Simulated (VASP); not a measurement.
OSZICAR of a VASP run on PbF$_{2}$ (fluorite):

OSZICAR:
```
       N       E                     dE             d eps       ncg     rms          rms(c)
DAV:   1     0.333068372988E+03    0.33307E+03   -0.16710E+04   720   0.205E+03
DAV:   2     0.155120542386E+02   -0.31756E+03   -0.30650E+03   812   0.494E+02
DAV:   3    -0.164800713847E+02   -0.31992E+02   -0.31446E+02   832   0.167E+02
DAV:   4    -0.176487152009E+02   -0.11686E+01   -0.11661E+01   814   0.304E+01
DAV:   5    -0.176723838592E+02   -0.23669E-01   -0.23667E-01   836   0.471E+00    0.740E+00
DAV:   6    -0.160240601657E+02    0.16483E+01   -0.89776E+00   968   0.265E+01    0.258E+00
DAV:   7    -0.159884128768E+02    0.35647E-01   -0.37867E-01   726   0.457E+00    0.140E+00
DAV:   8    -0.159615282014E+02    0.26885E-01   -0.89300E-02   746   0.369E+00    0.446E-01
DAV:   9    -0.159590565814E+02    0.24716E-02   -0.14343E-02   804   0.102E+00    0.884E-02
DAV:  10    -0.159593149350E+02   -0.25835E-03   -0.48738E-04   728   0.197E-01    0.236E-02
DAV:  11    -0.159593113317E+02    0.36034E-05   -0.27533E-05   840   0.486E-02    0.845E-03
DAV:  12    -0.159593126953E+02   -0.13636E-05   -0.63980E-06   706   0.313E-02    0.412E-03
DAV:  13    -0.159593125081E+02    0.18720E-06   -0.56027E-07   406   0.102E-02
   1 F= -.15959313E+02 E0= -.15959313E+02  d E =-.159593E+02
```

### Question
Which electronic solver shows in the log?

### Answer
It is blocked Davidson (ALGO = Normal, or the opening steps of other solvers). The INCAR had ALGO = Normal.

### Question
Can the final energy be trusted as converged?

### Answer
Self-consistency was reached. It stopped with EDIFF = 1E-6, NELM = 100, NSW = 40 and EDIFFG = -0.02 after 1 ionic step (LDA (Ceperley-Alder, Perdew-Zunger), plane waves, VASP's LDA PAW potentials (set 64)).

The compound is PbF2 in the fluorite structure, the β form. It was relaxed first, which changed the volume by -6 %.
